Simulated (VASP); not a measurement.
Data:

```xyz
2
Lattice="3.7677 0.0000 0.0000 0.0000 3.7677 0.0000 0.0000 0.0000 3.7677" Properties=species:S:1:pos:R:3 pbc="T T T"
Tl     0.0000     0.0000     0.0000
Cl     1.8838     1.8838     1.8838
```

Calculation: PBEsol GGA, VASP's PBE PAW potentials (set 64) (plane waves; VASP). Numerical set-up: 400 eV cut-off, 13×13×13 Γ-centred mesh, Gaussian smearing of 0.010 eV, potentials Tl_d Cl.

**Question.** Estimate the energy per atom (σ→0).

**Answer.** 
```
Item                            Value
---------------------  --------------
energy per atom (σ→0)  -3.235 eV/atom
```

Total energies compare only between runs with the same potentials, cut-off and functional.

The compound is TlCl in the CsCl type structure. It was relaxed first, which changed the volume by -6 %.
